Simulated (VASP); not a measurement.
Energy against volume of BAs (zinc blende). Method: HSE06 screened hybrid, VASP's PBE PAW potentials (set 64) (plane waves; VASP).

```csv
V (Å³/atom),E (eV/atom)
12.710,-6.61689
13.129,-6.63787
13.547,-6.64488
13.966,-6.63986
14.385,-6.62456
```

### Question
Fit a third-order Birch-Murnaghan equation of state.

### Answer

- volume per atom: 13.57 Å³/atom
- bulk modulus: 147 GPa
- pressure derivative of the bulk modulus: 3.92
- lattice constant a: 4.771 Å

Measured: bulk modulus 142 GPa (computed value off by +3.5 %), as given by PMC11618452 (zinc blende boron arsenide), quoting Tian et al.; a 4.777 Å (computed value off by -0.1 %), as given by M J Lucero et al., Journal of Physics Condensed Matter (2012), arXiv:1111.4515. The calculation is for a static lattice, while the measured bulk modulus, a hold thermal and zero-point effects, which are part of the difference.

The compound is BAs in the zinc blende structure. It was relaxed first. The cell's shape comes from a PBE relaxation.
